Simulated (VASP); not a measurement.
# The defect Mg_Al in a supercell of MgAl2C2 (P-3m1), part 3 of 8

How easily does the defect Mg_Al form in MgAl2C2 (P-3m1)? The host is relaxed first, then a supercell is run with and without the defect. The start is a computed cell from the Materials Project.

VASP 6.6.1, plane waves and PAW; the level of theory is named at each step.

So far. Step 2 (Relaxing the host crystal): The run ended after 5 ionic steps, 0.008 eV below its first step, once forces and stress met EDIFFG = -0.02. The relaxed cell has a = 3.377, c = 5.768 Å (conventional setting).

## 3. Screening in the host (continued)

Level of this step: PBEsol; plane waves and PAW (Mg, Al, C) (VASP).

Parts of OUTCAR (step 3):

```text
  LATTYP: Found a hexagonal cell.
 ALAT       =     3.3768248482
 C/A-ratio  =     1.7080835335

The static configuration has the point symmetry D_3d.

 Found     12 irreducible k-points:

   dimension x,y,z NGX =    24 NGY =   24 NGZ =   40
   dimension x,y,z NGXF=    48 NGYF=   48 NGZF=   80

   ENCUT  =  400.0 eV  29.40 Ry    5.42 a.u.   5.51  5.51  9.41*2*pi/ulx,y,z

   NELECT =      16.0000    total number of electrons

  Total       -0.2802059     -0.2802059     -0.2861155      0.0000000     -0.0000000      0.0000000
  in kB       -7.8817487     -7.8817485     -8.0479766      0.0000000     -0.0000000      0.0000000
  external PRESSURE =      -7.9371579 kB  Pullay stress =       0.0000000 kB

  energy-cutoff  :      400.00
  volume of cell :       56.96
      direct lattice vectors                 reciprocal lattice vectors
     3.376824848  0.000000000  0.000000000     0.296136177  0.170974304 -0.000000000
    -1.688412424  2.924416059  0.000000000     0.000000000  0.341948608  0.000000000
     0.000000000  0.000000000  5.767898919     0.000000000 -0.000000000  0.173373357

 POSITION                                       TOTAL-FORCE (eV/Angst)
 -----------------------------------------------------------------------------------
      0.00000      0.00000      0.00000        -0.000000      0.000000     -0.000000
      1.68841      0.97481      2.02034         0.000000     -0.000000     -0.014648
     -0.00000      1.94961      3.74756        -0.000000      0.000000      0.014648
     -0.00000      1.94961      1.55613         0.000000     -0.000000     -0.017995
      1.68841      0.97481      4.21177        -0.000000      0.000000      0.017995
 -----------------------------------------------------------------------------------
    total drift:                                0.000000      0.000000      0.000000

 MACROSCOPIC STATIC DIELECTRIC TENSOR (including local field effects in DFT)
 ------------------------------------------------------
           8.373214     0.000000     0.000000
           0.000000     8.373214     0.000000
           0.000000    -0.000000     9.628606
 ------------------------------------------------------

 PIEZOELECTRIC TENSOR (including local field effects)  for field in x, y, z        (C/m^2)
          XX          YY          ZZ          XY          YZ          ZX
  --------------------------------------------------------------------------------
  x     0.00000     0.00000     0.00000     0.00000     0.00000     0.00000
  y     0.00000     0.00000     0.00000     0.00000     0.00000     0.00000
  z     0.00000     0.00000     0.00000     0.00000     0.00000     0.00000

 BORN EFFECTIVE CHARGES (including local field effects) (in |e|, cummulative output)
 ---------------------------------------------------------------------------------
 ion    1
    1     2.10802     0.00000     0.00000
    2     0.00000     2.10802    -0.00000
    3     0.00000     0.00000     2.83034
 ion    2
    1     2.29153     0.00000     0.00000
    2     0.00000     2.29153     0.00000
    3    -0.00000     0.00000     2.02500
 ion    3
    1     2.29153     0.00000     0.00000
    2     0.00000     2.29153     0.00000
    3    -0.00000     0.00000     2.02500
 ion    4
    1    -3.34554     0.00000     0.00000
    2     0.00000    -3.34554     0.00000
    3     0.00000     0.00000    -3.44017
 ion    5
    1    -3.34554     0.00000     0.00000
    2     0.00000    -3.34554     0.00000
    3     0.00000     0.00000    -3.44017

 Eigenvectors and eigenvalues of the dynamical matrix
 ----------------------------------------------------

   1 f  =   19.530863 THz   122.716032 2PiTHz  651.479468 cm-1    80.773123 meV
             X         Y         Z           dx          dy          dz
      0.000000  0.000000  0.000000     0.012396   -0.000000   -0.000000
      1.688412  0.974805  2.020335    -0.396466    0.000000    0.000000
     -0.000000  1.949611  3.747564    -0.396466    0.000000    0.000000
     -0.000000  1.949611  1.556129     0.585438   -0.000000   -0.000000
      1.688412  0.974805  4.211770     0.585438   -0.000000    0.000000

   2 f  =   19.530863 THz   122.716030 2PiTHz  651.479459 cm-1    80.773122 meV
             X         Y         Z           dx          dy          dz
      0.000000  0.000000  0.000000    -0.000000   -0.012396    0.000000
      1.688412  0.974805  2.020335     0.000000    0.396466    0.000000
     -0.000000  1.949611  3.747564     0.000000    0.396466   -0.000000
     -0.000000  1.949611  1.556129    -0.000000   -0.585438    0.000000
      1.688412  0.974805  4.211770    -0.000000   -0.585438   -0.000000

   3 f  =   19.358088 THz   121.630457 2PiTHz  645.716324 cm-1    80.058585 meV
             X         Y         Z           dx          dy          dz
      0.000000  0.000000  0.000000     0.000000   -0.000000    0.000000
      1.688412  0.974805  2.020335     0.388310    0.000000    0.000000
     -0.000000  1.949611  3.747564    -0.388310   -0.000000    0.000000
     -0.000000  1.949611  1.556129    -0.590944   -0.000000   -0.000000
      1.688412  0.974805  4.211770     0.590944    0.000000    0.000000

   4 f  =   19.358088 THz   121.630455 2PiTHz  645.716315 cm-1    80.058584 meV
             X         Y         Z           dx          dy          dz
      0.000000  0.000000  0.000000     0.000000   -0.000000    0.000000
[...]
0.000000  0.000000  0.000000     0.000000    0.000000    0.526700
      1.688412  0.974805  2.020335     0.000000    0.000000   -0.485940
     -0.000000  1.949611  3.747564    -0.000000   -0.000000   -0.485940
     -0.000000  1.949611  1.556129    -0.000000    0.000000    0.353775
      1.688412  0.974805  4.211770     0.000000   -0.000000    0.353775

   7 f  =   11.560090 THz    72.634189 2PiTHz  385.603106 cm-1    47.808670 meV
             X         Y         Z           dx          dy          dz
      0.000000  0.000000  0.000000     0.000000   -0.000000    0.000000
      1.688412  0.974805  2.020335     0.000000   -0.000000   -0.664520
     -0.000000  1.949611  3.747564    -0.000000    0.000000    0.664520
     -0.000000  1.949611  1.556129     0.000000   -0.000000   -0.241687
      1.688412  0.974805  4.211770    -0.000000    0.000000    0.241687

   8 f  =    9.122997 THz    57.321482 2PiTHz  304.310431 cm-1    37.729668 meV
             X         Y         Z           dx          dy          dz
      0.000000  0.000000  0.000000     0.000000   -0.000000    0.000000
      1.688412  0.974805  2.020335    -0.590944   -0.000000   -0.000000
     -0.000000  1.949611  3.747564     0.590944    0.000000    0.000000
     -0.000000  1.949611  1.556129    -0.388310   -0.000000   -0.000000
      1.688412  0.974805  4.211770     0.388310    0.000000   -0.000000

   9 f  =    9.122997 THz    57.321481 2PiTHz  304.310426 cm-1    37.729667 meV
             X         Y         Z           dx          dy          dz
      0.000000  0.000000  0.000000     0.000000    0.000000    0.000000
      1.688412  0.974805  2.020335    -0.000000    0.590944   -0.000000
     -0.000000  1.949611  3.747564     0.000000   -0.590944    0.000000
     -0.000000  1.949611  1.556129    -0.000000    0.388310   -0.000000
      1.688412  0.974805  4.211770     0.000000   -0.388310   -0.000000

  10 f  =    8.643907 THz    54.311271 2PiTHz  288.329712 cm-1    35.748312 meV
             X         Y         Z           dx          dy          dz
      0.000000  0.000000  0.000000    -0.000000   -0.000000    0.696332
      1.688412  0.974805  2.020335     0.000000   -0.000000    0.007941
     -0.000000  1.949611  3.747564    -0.000000    0.000000    0.007941
     -0.000000  1.949611  1.556129     0.000000   -0.000000   -0.507442
      1.688412  0.974805  4.211770    -0.000000    0.000000   -0.507442

  11 f  =    6.577485 THz    41.327560 2PiTHz  219.401298 cm-1    27.202282 meV
             X         Y         Z           dx          dy          dz
      0.000000  0.000000  0.000000    -0.873031    0.000000    0.000000
      1.688412  0.974805  2.020335     0.281159   -0.000000    0.000000
     -0.000000  1.949611  3.747564     0.281159   -0.000000    0.000000
     -0.000000  1.949611  1.556129     0.199646   -0.000000    0.000000
      1.688412  0.974805  4.211770     0.199646   -0.000000    0.000000

  12 f  =    6.577485 THz    41.327559 2PiTHz  219.401295 cm-1    27.202281 meV
             X         Y         Z           dx          dy          dz
      0.000000  0.000000  0.000000     0.000000    0.873031    0.000000
      1.688412  0.974805  2.020335    -0.000000   -0.281159   -0.000000
     -0.000000  1.949611  3.747564    -0.000000   -0.281159    0.000000
     -0.000000  1.949611  1.556129    -0.000000   -0.199646   -0.000000
      1.688412  0.974805  4.211770    -0.000000   -0.199646    0.000000

  13 f/i=    0.000649 THz     0.004077 2PiTHz    0.021645 cm-1     0.002684 meV
             X         Y         Z           dx          dy          dz
      0.000000  0.000000  0.000000    -0.112362   -0.474383    0.000000
      1.688412  0.974805  2.020335    -0.118371   -0.499753    0.000000
     -0.000000  1.949611  3.747564    -0.118371   -0.499753    0.000000
     -0.000000  1.949611  1.556129    -0.078973   -0.333417    0.000000
      1.688412  0.974805  4.211770    -0.078973   -0.333417    0.000000

  14 f/i=    0.000649 THz     0.004077 2PiTHz    0.021645 cm-1     0.002684 meV
             X         Y         Z           dx          dy          dz
      0.000000  0.000000  0.000000    -0.474383    0.112362   -0.000000
      1.688412  0.974805  2.020335    -0.499753    0.118371   -0.000000
     -0.000000  1.949611  3.747564    -0.499753    0.118371   -0.000000
     -0.000000  1.949611  1.556129    -0.333417    0.078973   -0.000000
      1.688412  0.974805  4.211770    -0.333417    0.078973   -0.000000

  15 f/i=    0.001754 THz     0.011023 2PiTHz    0.058519 cm-1     0.007255 meV
             X         Y         Z           dx          dy          dz
      0.000000  0.000000  0.000000     0.000000   -0.000000   -0.487554
      1.688412  0.974805  2.020335     0.000000   -0.000000   -0.513614
     -0.000000  1.949611  3.747564     0.000000   -0.000000   -0.513614
     -0.000000  1.949611  1.556129     0.000000   -0.000000   -0.342558
      1.688412  0.974805  4.211770     0.000000   -0.000000   -0.342558

 MACROSCOPIC STATIC DIELECTRIC TENSOR IONIC CONTRIBUTION
 ------------------------------------------------------
           9.107740    -0.000000    -0.000000
          -0.000000     9.107740     0.000000
          -0.000000     0.000000    22.980310
 ------------------------------------------------------

 ELASTIC MODULI CONTR FROM IONIC RELAXATION (kBar)
 Direction    XX          YY          ZZ          XY          YZ          ZX
 --------------------------------------------------------------------------------
 XX        -452.3398    267.8810   -120.4447     -0.0000    258.9751      0.0000
 YY         267.8810   -452.3398   -120.4447     -0.0000   -258.9751     -0.0000
 ZZ        -120.4447   -120.4447   -158.5786     -0.0000      0.0000      0.0000
 XY          -0.0000     -0.0000     -0.0000   -360.1104      0.0000    270.2821
 YZ         258.9751   -258.9751      0.0000      0.0000   -375.6885     -0.0000
 ZX           0.0000     -0.0000      0.0000    270.2821     -0.0000   -394.1695
 --------------------------------------------------------------------------------

 PIEZOELECTRIC TENSOR IONIC CONTR  for field in x, y, z        (C/m^2)
          XX          YY          ZZ          XY          YZ          ZX
  --------------------------------------------------------------------------------
  x     0.00000    -0.00000     0.00000    -0.00000    -0.00000     0.00000
  y    -0.00000     0.00000    -0.00000     0.00000     0.00000    -0.00000
  z    -0.00000    -0.00000    -0.00000     0.00000     0.00000    -0.00000

[... 3 parts as in an earlier step ...]

[... 2 further parts left out ...]
```

Energies printed during the response cycles are not total energies of the cell.

This step gave:

```
pressure of the cell           : -0.7937 GPa
largest force of the cell      : 0.01800 eV/Å
Fermi energy                   : 6.885 eV
least direct gap on the k-mesh : 2.913 eV
```

Electronic dielectric tensor with local fields:

```
8.37 0.00 0.00
0.00 8.37 0.00
0.00 0.00 9.63
```

Ionic part of the static dielectric tensor:

```
 9.11  0.00  0.00
 0.00  9.11  0.00
 0.00  0.00 22.98
```

Born effective charge (e), principal values of the symmetric part by kind of site:

```csv
atom,atoms with these values,low,middle,high,mean
Mg1,1,2.11,2.11,2.83,2.35
Al2,2,2.02,2.29,2.29,2.20
C4,2,-3.44,-3.35,-3.35,-3.38
```

In full for Mg1:

```
2.11 0.00 0.00
0.00 2.11 0.00
0.00 0.00 2.83
```

Lines of the infrared spectrum (strongest = 100):

```csv
position (cm⁻¹),lines merged,"squared mode dipole, relative"
219,2,12
288,1,46
304,2,0.0
386,1,0.0
486,1,14
568,1,0.0
646,2,0.0
651,2,100
```

The electrons screen with a mean of 8.79 and the ions add 13.73; the sum enters the correction.

(Part 3 of 8 ends here.)

[Lines on the potential files, build, host, timing and source positions are cut from VASP's logs without a mark.]

[Logs are printed without paths, hosts, clocks, repeated set-up lines and the standing remarks that a program may print on its own settings, such as how far it seeks lower states.]

[Hosts, paths, dates, database ids (printed as entryN), source tags and the programs' standing remarks are cut or masked in the printed files.]

[In band tables of VASP the shares of atoms and orbitals are scaled to a sum of 1 inside the atoms' spheres.]

[Runs that stopped without an error message from VASP are left out.]
